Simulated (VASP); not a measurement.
The system is Ti2RuC3.

```
Ti Ru C
1.0
     2.93364    0.00000    0.00000
     0.00000    2.93364    0.00000
     0.00000    0.00000    8.77071
Ti Ru C
2 1 3
Direct
  0.00000 0.00000 0.33426
  0.00000 0.00000 0.66574
  0.00000 0.00000 0.00000
  0.50000 0.50000 0.18374
  0.50000 0.50000 0.50000
  0.50000 0.50000 0.81625
```

The cell was built by a generator and needn't be a form met in nature.

```yaml
Program: VASP 6.6.1
Task: relaxation of cell and atoms
Functional: PBE
Potentials_or_basis: VASP PAW PBE potentials, release 64 (Ti_sv, Ru_pv, C)
Cutoff: 520 eV
k_mesh: 6 × 6 × 2
Occupations: gaussian, width 0.15 eV
Spin: no spin polarisation
```

At the start: pressure -36.5 GPa; volume 12.58 Å³/atom.

Problem. Where does the relaxation end?

Solution. Over 11 steps the energy falls by 541.6 meV/atom and the volume is 9.70 Å³/atom (-22.9 %); space group P4/mmm (No. 123, to 0.05 Å).

The path:
| step | energy change (eV) | largest force (eV/Å) | pressure (GPa) | volume (Å³) |
| --- | --- | --- | --- | --- |
| 1 | 0.0000 | 1.1808 | -36.50 | 75.48 |
| 2 | -0.7710 | 2.8885 | 70.93 | 48.30 |
| 3 | -2.5569 | 2.2926 | -0.37 | 58.51 |
| 4 | -2.5602 | 2.3213 | 1.39 | 58.11 |
| 5 | -2.9582 | 1.4092 | 3.58 | 57.34 |
| 6 | -3.1063 | 0.2964 | 7.83 | 56.65 |
| 7 | -3.1579 | 0.4365 | -7.51 | 60.48 |
| 8 | -3.2054 | 0.2428 | -2.35 | 58.86 |
| 9 | -3.2388 | 0.2347 | -0.15 | 58.37 |
| 10 | -3.2402 | 0.3309 | -0.30 | 58.44 |
| 11 | -3.2498 | 0.0776 | 0.13 | 58.22 |

Final structure:
```
Ti Ru C
1.0
     2.64438    0.00000    0.00000
     0.00000    2.64438    0.00000
     0.00000    0.00000    8.32627
Ti Ru C
2 1 3
Direct
  0.00000 0.00000 0.32863
  0.00000 0.00000 0.67137
  0.00000 0.00000 0.00000
  0.50000 0.50000 0.15110
  0.50000 0.50000 0.50000
  0.50000 0.50000 0.84890
```

Caveat: the volume moved by over 15 % at a fixed basis, so the end points are rough.
